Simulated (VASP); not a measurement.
Input:

```
InSb
1.0
    0.00000     2.84926     2.84926
    2.84926     0.00000     2.84926
    2.84926     2.84926     0.00000
In Sb
1 1
Direct
  0.00000   0.00000   0.00000
  0.25000   0.25000   0.25000
```

Level of theory: PBEsol GGA, VASP's PBE PAW potentials (set 64) (plane waves; VASP). Settings: 500 eV cut-off, 8×8×8 Γ-centred mesh, Gaussian smearing of 0.050 eV, potentials In_d Sb.

Unless said otherwise, spin-orbit coupling is left out, though it shifts the bands of the heavy elements here.

### Question
What does the run give for the energy per atom (σ→0), pressure, band gap (on the k-mesh) with the smallest direct gap where there is one?

### Answer

```
Item                                          Value
-----------------------------------  --------------
band gap (on the k-mesh)                    0.30 eV
smallest direct gap (on the k-mesh)         2.00 eV
energy per atom (σ→0)                -2.740 eV/atom
pressure                                  45.05 GPa
```

The absolute energy has meaning only against runs of the same code, potentials and settings.

The compound is InSb in the zinc blende structure. It was relaxed first under an external pressure of 45 GPa.
